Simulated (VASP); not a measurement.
```
ZnS
1.0
    1.96054    -3.39575     0.00000
    1.96054     3.39575     0.00000
    0.00000     0.00000     6.42221
Zn S
2 2
Direct
  0.66667   0.33333   0.50012
  0.33333   0.66667   0.00012
  0.66667   0.33333   0.87488
  0.33333   0.66667   0.37488
```

These are revPBE GGA, VASP's PBE PAW potentials (set 64) (plane waves; VASP) values and carry that method's errors. Numerical set-up: 520 eV cut-off, 7×7×4 Γ-centred mesh, Gaussian smearing of 0.050 eV, potentials Zn S.

### Question
Give the stress tensor in GPa (positive for a compressed cell).

### Answer

```
-1.71   0.00   0.00
 0.00  -1.71   0.00
 0.00   0.00  -1.70
```
The pressure is its mean diagonal, -1.71 GPa.

The compound is ZnS in the wurtzite structure, the high-temperature form. This cell is one point of a volume scan, at 1.03 of the reference volume.
